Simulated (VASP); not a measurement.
# NbAl3 with and without spin-orbit coupling, part 2 of 4

What does spin-orbit coupling change in NbAl3, and what does it cost? All runs use PBEsol. Left out of this account: 1 further run (self-consistent run: a reference on another mesh). The start is a computed cell from the Materials Project.

VASP 6.6.1, plane waves and PAW; the level of theory is named at each step.

So far. Step 2 (Band structure (PBEsol)): There is no gap at this level.

### 3. Band structure (PBEsol + SOC)

This step: PBEsol, spin-orbit coupling; plane waves and PAW (Al, Nb_sv) (VASP 6.6.1).

The mesh alone shows little of the dispersion and can miss band extrema, so KPOINTS_OPT adds a path through the symmetry points after the self-consistent cycle. Spin-orbit coupling needs spinors and the noncollinear program, where each band holds one electron.

INCAR

```
SYSTEM = NbAl3
PREC = Accurate
ENCUT = 400
EDIFF = 1E-06
NELM = 100
ISMEAR = -1
SIGMA = 0.05
LREAL = .FALSE.
ALGO = Normal
GGA = PS
LNONCOLLINEAR = .TRUE.
MAGMOM = 0 0 0 0 0 0 0 0 0 0 0 0
NBANDS = 34
GGA_COMPAT = .FALSE.
LASPH = .TRUE.
LSORBIT = .TRUE.
LMAXMIX = 4
LORBIT = 11
LWAVE = .FALSE.
LCHARG = .FALSE.
KPAR = 4
```

POSCAR

```
NbAl3
1.0
    0.0000000000     -3.8339658454      0.0000000000
   -3.8339658454      0.0000000000      0.0000000000
    1.9169829227     -1.9169829227     -4.2924503537
Al Nb
3 1
Direct
    0.5000000000      0.5000000000      0.0000000000
    0.7500000000      0.7500000000      0.5000000000
    0.2500000000      0.2500000000      0.5000000000
    0.0000000000      0.0000000000      0.0000000000
```

KPOINTS

```
Automatic mesh
0
Gamma
8 8 8
0 0 0
```

KPOINTS_OPT

```
Line mode
16
Line-mode
Reciprocal
  0.00000000   0.00000000   0.00000000 GAMMA
  0.50000000  -0.50000000   0.50000000 X

  0.50000000  -0.50000000   0.50000000 X
  0.59972314  -0.40027686   0.50000000 Y

  0.59972314  -0.40027686   0.50000000 Y
  0.59972314   0.00000000   0.29986157 S

  0.59972314   0.00000000   0.29986157 S
  0.00000000   0.00000000   0.00000000 GAMMA

  0.00000000   0.00000000   0.00000000 GAMMA
  0.00000000   0.00000000  -0.50000000 Z

  0.00000000   0.00000000  -0.50000000 Z
  0.40027686   0.00000000  -0.29986157 S1

  0.40027686   0.00000000  -0.29986157 S1
  0.50000000   0.00000000   0.00000000 N

  0.50000000   0.00000000   0.00000000 N
  0.50000000  -0.50000000   0.25000000 P

  0.50000000  -0.50000000   0.25000000 P
  0.40027686  -0.40027686  -0.09972314 Y1

  0.40027686  -0.40027686  -0.09972314 Y1
  0.00000000   0.00000000  -0.50000000 Z

  0.50000000  -0.50000000   0.50000000 X
  0.50000000  -0.50000000   0.25000000 P
```

The projector-augmented-wave data sets are Al and Nb_sv (PBE family, release 64).

Started as:

```bash
$ mpirun -np 4 vasp_ncl
```

The program printed:

```text
[banner, memory and clock lines left out]
running    4 mpi-ranks, on    1 nodes
 distrk:  each k-point on    1 cores,    4 groups
 distr:  one band on    1 cores,    1 groups

 POSCAR found type information on POSCAR AlNb
 POSCAR found :  2 types and       4 ions
 [... a notice as in an earlier step ...]

 LDA part: xc-table for (Slater+PW92), standard interpolation
 POSCAR, INCAR and KPOINTS ok, starting setup
 FFT: planning ... GRIDC
 FFT: planning ... GRID_SOFT
 FFT: planning ... GRID
 WAVECAR not read
 entering main loop
       N       E                     dE             d eps       ncg     rms          rms(c)
DAV:   1     0.116305507509E+03    0.11631E+03   -0.87394E+03  4148   0.964E+02
DAV:   2    -0.158406689193E+02   -0.13215E+03   -0.12648E+03  5256   0.313E+02
DAV:   3    -0.253032111543E+02   -0.94625E+01   -0.92292E+01  7104   0.632E+01
DAV:   4    -0.258060152592E+02   -0.50280E+00   -0.49934E+00  5984   0.132E+01
DAV:   5    -0.258234227738E+02   -0.17408E-01   -0.17397E-01  6418   0.255E+00    0.860E+00
DAV:   6    -0.251310530470E+02    0.69237E+00   -0.33599E+00  6182   0.139E+01    0.296E+00
DAV:   7    -0.250431753509E+02    0.87878E-01   -0.40608E-01  5656   0.427E+00    0.190E+00
DAV:   8    -0.250113964723E+02    0.31779E-01   -0.43870E-02  5626   0.169E+00    0.414E-01
DAV:   9    -0.250101897395E+02    0.12067E-02   -0.87962E-03  6716   0.665E-01    0.314E-01
DAV:  10    -0.250100182060E+02    0.17153E-03   -0.48127E-04  5826   0.223E-01    0.144E-01
DAV:  11    -0.250100146529E+02    0.35531E-05   -0.34433E-04  6594   0.168E-01    0.401E-02
DAV:  12    -0.250099998337E+02    0.14819E-04   -0.44420E-05  5876   0.740E-02    0.136E-02
   1 F= -.25010000E+02 E0= -.25008356E+02  d E =-.328731E-02  mag=    -0.0000    -0.0000    -0.0000
 Start KPOINTS_OPT (optional k-point list driver)
k-point batch [1-59\176]
       N       E                     dE             ncg
DAV:   1     0.445285235462E+02   -0.30032E+05     4364
DAV:   2    -0.758120864522E+04   -0.76257E+04     5484
DAV:   3    -0.810698154037E+04   -0.52577E+03     6880
DAV:   4    -0.813662514355E+04   -0.29644E+02     6168
DAV:   5    -0.813748360237E+04   -0.85846E+00     6064
DAV:   6    -0.813750181011E+04   -0.18208E-01     6258
DAV:   7    -0.813750250979E+04   -0.69968E-03     6094
DAV:   8    -0.813750253144E+04   -0.21645E-04     6022
DAV:   9    -0.813750253241E+04   -0.97247E-06     3810
[...]
k-point batch [119-176\176]
       N       E                     dE             ncg
DAV:   1     0.313053839636E+03   -0.37338E+05     4336
DAV:   2    -0.699463145395E+04   -0.73077E+04     5398
DAV:   3    -0.747088922007E+04   -0.47626E+03     6544
DAV:   4    -0.750078676052E+04   -0.29898E+02     6132
DAV:   5    -0.750152999225E+04   -0.74323E+00     5898
DAV:   6    -0.750154697928E+04   -0.16987E-01     6132
DAV:   7    -0.750154762395E+04   -0.64466E-03     6066
DAV:   8    -0.750154765286E+04   -0.28908E-04     5278
DAV:   9    -0.750154765448E+04   -0.16221E-05     3870
DAV:  10    -0.750154765463E+04   -0.15402E-06     2992
```

It took 1.8 min on 4 MPI ranks of AMD EPYC 9R45, shared host; peak memory 1.7 GiB.

Parts of OUTCAR (step 3):

```text
The static configuration has the point symmetry D_4h.

 Found     59 irreducible k-points:

   k-points           NKPTS =     59   k-points in BZ     NKDIM =     59   number of bands    NBANDS=     34

   NELECT =      22.0000    total number of electrons

 E-fermi :   9.5070

 k-point     1 :       0.0000    0.0000    0.0000
  band No.  band energies     occupation
    ...
     16       6.7748      1.00000
     17       7.3830      1.00000
     18       7.3830      1.00000
     19       7.3951      1.00000
     20       7.3951      1.00000
     21       9.5350      0.36346
     22       9.5350      0.36346
     23      11.0385      0.00000
     24      11.0385      0.00000
     25      11.1616      0.00000
    ...

 k-point     2 :       0.1250    0.0000    0.0000
  band No.  band energies     occupation
    ...
     18       7.5186      1.00000
     19       7.5824      1.00000
     20       7.5824      1.00000
     21       8.9625      0.99998
     22       8.9625      0.99998
     23      10.5352      0.00000
     24      10.5352      0.00000
     25      11.3971      0.00000
     26      11.3972      0.00000
     27      11.8284      0.00000
    ...

  Total       -0.4799362     -0.4799362     -0.3771068      0.0000000      0.0000000      0.0000000
  in kB      -12.1868755    -12.1868755     -9.5757590      0.0000000      0.0000000      0.0000000
  external PRESSURE =     -11.3165033 kB  Pullay stress =       0.0000000 kB

 POSITION                                       TOTAL-FORCE (eV/Angst)
 -----------------------------------------------------------------------------------
     -1.91698     -1.91698      0.00000        -0.000000     -0.000000      0.000000
     -1.91698     -3.83397     -2.14623        -0.000000     -0.000000      0.000000
      0.00000     -1.91698     -2.14623         0.000000      0.000000      0.000000
      0.00000      0.00000      0.00000        -0.000000     -0.000000      0.000000
 -----------------------------------------------------------------------------------
    total drift:                                0.000000     -0.000000     -0.000000

  FREE ENERGIE OF THE ION-ELECTRON SYSTEM (eV)
  ---------------------------------------------------
  free  energy   TOTEN  =       -25.0100000747 eV

  energy  without entropy=      -25.0067127663  energy(sigma->0) =      -25.00835642

 Spin-Orbit-Coupling matrix elements
 Ion:    1  E_soc:     -0.0001897
 Ion:    2  E_soc:     -0.0002414
 Ion:    3  E_soc:     -0.0002414
 Ion:    4  E_soc:     -0.1730423

 total charge
# of ion       s       p       d       tot
------------------------------------------
    1        0.442   0.382   0.000   0.825
    2        0.397   0.411   0.000   0.808
    3        0.397   0.411   0.000   0.808
    4        2.147   5.990   2.645  10.782
--------------------------------------------------
tot          3.382   7.195   2.645  13.222

 magnetization (x)
# of ion       s       p       d       tot
------------------------------------------
    1        0.000   0.000   0.000   0.000
    2        0.000   0.000   0.000   0.000
    3        0.000   0.000   0.000   0.000
    4        0.000   0.000  -0.000  -0.000
--------------------------------------------------
tot          0.000   0.000  -0.000   0.000

 magnetization (y)
# of ion       s       p       d       tot
------------------------------------------
    1        0.000   0.000   0.000   0.000
    2        0.000   0.000   0.000   0.000
    3        0.000   0.000   0.000   0.000
    4        0.000   0.000   0.000   0.000
--------------------------------------------------
tot          0.000   0.000   0.000   0.000

 magnetization (z)
# of ion       s       p       d       tot
------------------------------------------
    1        0.000   0.000   0.000   0.000
    2        0.000   0.000   0.000   0.000
    3        0.000   0.000   0.000   0.000
    4       -0.000  -0.000   0.000  -0.000
--------------------------------------------------
tot         -0.000  -0.000   0.000  -0.000

[... 7 parts as in an earlier step ...]

[... 5 further parts left out ...]
```

This step gave:

```
electronic steps        : 13
bands                   : 34
free energy (TOTEN)     : -25.01 eV
energy at zero smearing : -25.01 eV
Fermi energy            : 9.507 eV
pressure                : -1.132 GPa
```

On-site spin-orbit energy by atom:

```
atom  on-site spin-orbit energy (eV)
 Al1                           0.000
 Al2                           0.000
 Al3                           0.000
 Nb4                          -0.173
```

The electronic bands at the labelled points (eV, zero at the Fermi level; # counts the bands kept, so #1 is VASP's band 9):

```csv
point,#11,#12,#13,#14,#15,#16,#17,#18
Γ,-2.11,-2.11,0.03,0.03,1.53,1.53,1.65,1.65
0.47 of the way,-2.46,-2.46,-1.27,-1.27,1.73,1.73,2.02,2.02
X,-2.69,-2.69,-2.08,-2.08,1.55,1.55,1.70,1.70
0.47 of the way,-2.43,-2.43,-2.05,-2.05,1.56,1.56,1.62,1.62
Y,-2.13,-2.13,-1.95,-1.95,1.25,1.25,1.74,1.74
0.47 of the way,-1.67,-1.67,-1.04,-1.04,1.01,1.01,1.55,1.55
S,-1.33,-1.33,-0.27,-0.27,1.14,1.14,1.98,1.98
0.53 of the way,-1.57,-1.57,-1.48,-1.48,0.73,0.73,1.49,1.49
Γ,-2.11,-2.11,0.03,0.03,1.53,1.53,1.65,1.65
0.47 of the way,-1.05,-1.05,0.10,0.10,0.90,0.90,0.99,0.99
Z,-1.04,-1.04,-0.15,-0.15,-0.11,-0.11,0.19,0.19
0.47 of the way,-0.58,-0.58,-0.08,-0.08,0.13,0.13,0.72,0.72
S1,-1.33,-1.33,-0.27,-0.27,1.14,1.14,1.98,1.98
0.53 of the way,-1.33,-1.33,-0.36,-0.36,1.38,1.38,1.96,1.96
N,-1.29,-1.29,-0.37,-0.37,1.50,1.50,1.80,1.80
0.53 of the way,-2.27,-2.27,-1.13,-1.13,0.58,0.58,1.58,1.58
P,-2.38,-2.38,-1.54,-1.54,0.52,0.52,1.55,1.55
0.53 of the way,-2.14,-2.14,-2.03,-2.03,1.37,1.37,1.58,1.58
Y1,-2.13,-2.13,-1.95,-1.95,1.25,1.25,1.74,1.74
0.47 of the way,-1.06,-1.06,-0.22,-0.22,0.08,0.08,1.22,1.22
Z,-1.04,-1.04,-0.15,-0.15,-0.11,-0.11,0.19,0.19
jump to X,-2.69,-2.69,-2.08,-2.08,1.55,1.55,1.70,1.70
0.47 of the way,-2.28,-2.28,-2.17,-2.17,1.46,1.46,1.58,1.58
P,-2.38,-2.38,-1.54,-1.54,0.52,0.52,1.55,1.55
```

Of the projections kept (Al, Nb), the largest for each band there; the rest of the weight can lie on other orbitals:

```csv
point,#11,#12,#13,#14,#15,#16,#17,#18
Γ,Nb 0.67,Nb 0.67,Nb 1.00,Nb 1.00,Al 0.77,Al 0.77,Al 0.79,Al 0.79
X,Al 0.73,Al 0.73,Nb 0.81,Nb 0.81,Nb 0.99,Nb 0.99,Nb 0.99,Nb 0.99
Y,Nb 0.68,Nb 0.68,Nb 0.82,Nb 0.82,Nb 0.92,Nb 0.92,Nb 0.97,Nb 0.97
S,Nb 0.74,Nb 0.74,Nb 0.92,Nb 0.92,Nb 0.93,Nb 0.93,Nb 0.53,Nb 0.53
Γ,Nb 0.67,Nb 0.67,Nb 1.00,Nb 1.00,Al 0.77,Al 0.77,Al 0.79,Al 0.79
Z,Nb 0.90,Nb 0.90,Nb 0.99,Nb 0.99,Nb 0.99,Nb 0.99,Nb 1.00,Nb 1.00
```

There is no gap at this level. Without the coupling there was no gap either. The run took 3.6 times the core time, with 34 spinor bands against 25.

Of the bands kept, 4 cross the Fermi level on this path (spinor bands, one electron each).

### 4. Total and projected DOS (PBEsol)

This step: PBEsol; plane waves and PAW (Al, Nb_sv) (VASP 6.6.1).

Here the states are counted by energy and projected on the atoms.

INCAR

```
SYSTEM = NbAl3
PREC = Accurate
ENCUT = 400
EDIFF = 1E-06
NELM = 100
ISMEAR = -5
SIGMA = 0.05
LREAL = .FALSE.
ALGO = Normal
GGA = PS
NBANDS = 25
LASPH = .TRUE.
LORBIT = 11
LWAVE = .FALSE.
LCHARG = .FALSE.
KPAR = 4
NEDOS = 2001
```

POSCAR is that of step 3.

KPOINTS is that of step 3.

Started as:

```bash
$ mpirun -np 4 vasp_std
```

The program printed:

```text
[... set-up lines as in an earlier step ...]
 entering main loop
       N       E                     dE             d eps       ncg     rms          rms(c)
DAV:   2    -0.204797989956E+02   -0.12049E+03   -0.11560E+03  3685   0.212E+02
DAV:   3    -0.255817234638E+02   -0.51019E+01   -0.50292E+01  4620   0.358E+01
DAV:   4    -0.257295771189E+02   -0.14785E+00   -0.14769E+00  3972   0.576E+00
DAV:   5    -0.257338031543E+02   -0.42260E-02   -0.42253E-02  4493   0.999E-01    0.856E+00
DAV:   6    -0.250468957522E+02    0.68691E+00   -0.25684E+00  4434   0.941E+00    0.298E+00
DAV:   7    -0.249559819766E+02    0.90914E-01   -0.32085E-01  3877   0.280E+00    0.194E+00
DAV:   8    -0.249213794520E+02    0.34603E-01   -0.43258E-02  4450   0.133E+00    0.375E-01
DAV:   9    -0.249205629113E+02    0.81654E-03   -0.33014E-03  3931   0.343E-01    0.175E-01
DAV:  10    -0.249205855409E+02   -0.22630E-04   -0.25816E-04  4379   0.117E-01    0.472E-02
DAV:  11    -0.249205626811E+02    0.22860E-04   -0.39797E-05  4209   0.487E-02    0.161E-02
DAV:  12    -0.249205657689E+02   -0.30878E-05   -0.22239E-06  3015   0.101E-02    0.378E-03
DAV:  13    -0.249205651225E+02    0.64640E-06   -0.31564E-07  1940   0.334E-03
   1 F= -.24920565E+02 E0= -.24920565E+02  d E =0.000000E+00
 -----------------------------------------------------------------------------
|                                                                             |
|           W    W    AA    RRRRR   N    N  II  N    N   GGGG   !!!           |
|           W    W   A  A   R    R  NN   N  II  NN   N  G    G  !!!           |
|           W    W  A    A  R    R  N N  N  II  N N  N  G       !!!           |
|           W WW W  AAAAAA  RRRRR   N  N N  II  N  N N  G  GGG   !            |
|           WW  WW  A    A  R   R   N   NN  II  N   NN  G    G                |
|           W    W  A    A  R    R  N    N  II  N    N   GGGG   !!!           |
|                                                                             |
|     Tetrahedron method does not include variations of the Fermi             |
|     occupations, so forces and stress will be inaccurate. We suggest        |
|     using a different smearing scheme ISMEAR = 1 or 2 for metals in         |
|     relaxations.                                                            |
|                                                                             |
 -----------------------------------------------------------------------------
```

Run time: 13 s. Hardware: 4 MPI ranks; peak memory 0.75 GiB; 49 s of CPU time.

Parts of OUTCAR (step 4):

```text
The static configuration has the point symmetry D_4h.

 Found     59 irreducible k-points:

   NELECT =      22.0000    total number of electrons

 E-fermi :   9.4930

 k-point     1 :       0.0000    0.0000    0.0000
  band No.  band energies     occupation
    ...
      7       6.6605      2.00000
      8       6.7815      2.00000
      9       7.3879      2.00000
     10       7.3879      2.00000
     11       9.5439      1.85472
     12      11.1072      0.00000
     13      11.1072      0.00000
     14      11.3677      0.00000
     15      11.7145      0.00000
     16      13.9565      0.00000
    ...

 k-point     2 :       0.1250    0.0000    0.0000
  band No.  band energies     occupation
    ...
      7       6.3936      2.00000
      8       6.7440      2.00000
      9       7.5183      2.00000
     10       7.5806      2.00000
     11       8.9710      2.01598
     12      10.5402      0.00000
     13      11.3959      0.00000
     14      11.8292      0.00000
     15      12.0456      0.00000
     16      13.9220      0.00000
    ...

  Total       -0.4597475     -0.4597475     -0.3958230      0.0000000     -0.0000000     -0.0000000
  in kB      -11.6742279    -11.6742279    -10.0510131      0.0000000     -0.0000000     -0.0000000
  external PRESSURE =     -11.1331563 kB  Pullay stress =       0.0000000 kB

 POSITION                                       TOTAL-FORCE (eV/Angst)
 -----------------------------------------------------------------------------------
     -1.91698     -1.91698      0.00000        -0.000000      0.000000      0.000000
     -1.91698     -3.83397     -2.14623        -0.000000     -0.000000      0.000000
      0.00000     -1.91698     -2.14623         0.000000      0.000000     -0.000000
      0.00000      0.00000      0.00000        -0.000000      0.000000      0.000000
 -----------------------------------------------------------------------------------
    total drift:                                0.000000     -0.000000      0.000000

  FREE ENERGIE OF THE ION-ELECTRON SYSTEM (eV)
  ---------------------------------------------------
  free  energy   TOTEN  =       -24.9205651225 eV

  energy  without entropy=      -24.9205651225  energy(sigma->0) =      -24.92056512

 total charge
# of ion       s       p       d       tot
------------------------------------------
    1        0.442   0.382   0.000   0.824
    2        0.397   0.411   0.000   0.808
    3        0.397   0.411   0.000   0.808
    4        2.146   5.989   2.647  10.782
--------------------------------------------------
tot          3.382   7.194   2.647  13.222

[... 8 parts as in an earlier step ...]

[... 5 further parts left out ...]
```

With tetrahedra the forces and stress of a metal are not exact derivatives of the energy.

Numbers from this step:

| Property | Result |
| --- | --- |
| bands | 25 |
| free energy (TOTEN) | -24.92 eV |
| Fermi energy | 9.493 eV |
| pressure | -1.113 GPa |
| DOS at the Fermi level | 0.2118 states/eV/cell |

The density of states has structure finer than the step of the table below, so its rows give means over 0.5 eV, whole bins alone (the curve runs from -12.0 to 5.71 eV). Peaks (eV: height): total -2.12: 4.41, 1.34: 4.06, 1.64: 5.09, 4.43: 3.53; Nb d -2.12: 1.16, -1.37: 1.17, 1.34: 1.82, 1.64: 2.34; Al p -2.12: 0.517, 1.34: 0.260, 1.64: 0.294, 4.43: 0.357; Al s -6.72: 0.281, -4.91: 0.316, 3.60: 0.308, 4.13: 0.291; Nb s 1.34: 0.0821, 1.64: 0.105, 2.10: 0.0495, 3.23: 0.0461.

States under -12.0 eV and over 5.7 eV are left out. The density of states by energy, zero at the Fermi level; means over each step; values in states/eV/cell:

| energy (eV) | total | Nb d | Al p | Al s | Nb s | Nb p |
| --- | --- | --- | --- | --- | --- | --- |
| -11.0 | 0 | 0 | 0 | 0 | 0 | 0 |
| -10.5 | 0.0179 | 0 | 5.1e-5 | 0.00442 | 7.8e-4 | 3.4e-5 |
| -10.0 | 0.229 | 6.1e-5 | 0.00201 | 0.0556 | 0.00946 | 0.00102 |
| -9.5 | 0.388 | 7.2e-4 | 0.00640 | 0.0918 | 0.0141 | 0.00312 |
| -9.0 | 0.539 | 0.00226 | 0.0128 | 0.125 | 0.0161 | 0.00623 |
| -8.5 | 0.676 | 0.00563 | 0.0212 | 0.153 | 0.0155 | 0.00979 |
| -8.0 | 0.813 | 0.0116 | 0.0316 | 0.179 | 0.0146 | 0.0131 |
| -7.5 | 0.881 | 0.0208 | 0.0395 | 0.186 | 0.0146 | 0.0140 |
| -7.0 | 0.920 | 0.0385 | 0.0503 | 0.180 | 0.0138 | 0.0130 |
| -6.5 | 1.18 | 0.0610 | 0.0746 | 0.218 | 0.0126 | 0.0162 |
| -6.0 | 0.951 | 0.0641 | 0.0675 | 0.162 | 0.00930 | 0.0102 |
| -5.5 | 0.917 | 0.0697 | 0.0720 | 0.137 | 0.0162 | 0.00919 |
| -5.0 | 1.47 | 0.126 | 0.105 | 0.224 | 0.0295 | 0.0201 |
| -4.5 | 1.49 | 0.167 | 0.120 | 0.189 | 0.0307 | 0.0183 |
| -4.0 | 1.09 | 0.140 | 0.105 | 0.103 | 0.0216 | 0.0127 |
| -3.5 | 1.60 | 0.235 | 0.187 | 0.0934 | 0.0290 | 0.0192 |
| -3.0 | 1.79 | 0.314 | 0.190 | 0.120 | 0.0239 | 0.0297 |
| -2.5 | 2.47 | 0.516 | 0.292 | 0.0834 | 0.0200 | 0.0433 |
| -2.0 | 3.64 | 0.979 | 0.418 | 0.0705 | 0.0154 | 0.0489 |
| -1.5 | 3.20 | 0.989 | 0.332 | 0.0494 | 0.0109 | 0.0395 |
| -1.0 | 2.16 | 0.814 | 0.190 | 0.0225 | 0.00626 | 0.0192 |
| -0.5 | 1.32 | 0.642 | 0.0791 | 0.00697 | 9.8e-4 | 0.00488 |
| 0.0 | 0.365 | 0.194 | 0.0160 | 7.2e-4 | 9.5e-5 | 0.00172 |
| 0.5 | 0.683 | 0.278 | 0.0529 | 0.00952 | 0.00427 | 0.00721 |
| 1.0 | 2.71 | 1.08 | 0.197 | 0.0650 | 0.0436 | 0.0232 |
| 1.5 | 3.71 | 1.68 | 0.233 | 0.0640 | 0.0703 | 0.0337 |
| 2.0 | 1.87 | 0.569 | 0.140 | 0.0611 | 0.0423 | 0.0324 |
| 2.5 | 1.96 | 0.481 | 0.144 | 0.141 | 0.0442 | 0.0311 |
| 3.0 | 1.70 | 0.467 | 0.109 | 0.172 | 0.0259 | 0.0217 |
| 3.5 | 2.58 | 0.766 | 0.159 | 0.284 | 0.0379 | 0.0337 |
| 4.0 | 2.66 | 0.750 | 0.216 | 0.254 | 0.0325 | 0.0462 |
| 4.5 | 3.07 | 0.786 | 0.310 | 0.204 | 0.0338 | 0.0578 |
| 5.0 | 1.96 | 0.406 | 0.239 | 0.103 | 0.0129 | 0.0387 |

Of the states within 0.3 eV of the Fermi level, the largest shares in the PAW spheres are Nb d 53 %. The rest lies in smaller channels or between the spheres.

(Part 2 of 4 ends here.)

[Lines on the potential files, build, host, timing and source positions are cut from VASP's logs without a mark.]

[Logs are printed without paths, hosts, clocks, repeated set-up lines and the standing remarks that a program may print on its own settings, such as how far it seeks lower states.]

[Hosts, paths, dates, database ids (printed as entryN), source tags and the programs' standing remarks are cut or masked in the printed files.]

[A measured line is paired with the nearest computed mode of its activity, which favours agreement.]
